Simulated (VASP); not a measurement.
These are r2SCAN meta-GGA, VASP's PBE PAW potentials (set 64) (plane waves; VASP) values and carry that method's errors.

VASP input:

### POSCAR
```
TiTe2
1
    3.7310071292     0.0000000261    -0.0000000000
   -1.8655040204     3.2311469638     0.0000000000
   -0.0000000000     0.0000000000     6.3424489740
Ti Te
1 2
Direct
  0.0000000000   0.0000000000   0.0000000000
  0.3333330000   0.6666670000   0.2671652071
  0.6666670000   0.3333330000   0.7328347929
```

### INCAR
```
SYSTEM = TiTe2
PREC = Accurate; ENCUT = 400; LREAL = F
LASPH = T
EDIFF = 1E-6; NELM = 100; ALGO = Normal
LMAXMIX = 4; LMIXTAU = T
ISMEAR = 1; SIGMA = 0.1
METAGGA = R2SCAN
IBRION = 2; NSW = 60; ISIF = 3
EDIFFG = -0.02
LWAVE = F; LCHARG = F
```

### KPOINTS
```
kpoints
0
G
  9 9 5
```

POTCAR, in this order: Ti_sv Te (PBE.64 set). Program: vasp_std.

Problem. What will the output report for the number of irreducible k-points (NKPTS), number of bands (NBANDS), largest plane-wave count, number of space-group operations, FFT grid (NGX, NGY, NGZ)?

Solution. 
number of irreducible k-points (NKPTS): 50
number of bands (NBANDS): 16
largest plane-wave count: 1416
number of space-group operations: 12
FFT grid (NGX, NGY, NGZ): 24 × 24 × 42

The structure was generated: TiTe2 was put into the CdI2 type (P-3m1), which need not be its known phase. This run relaxes it. Symmetry was kept, so distortions that lower it aren't found. The start is the result of an earlier pass.
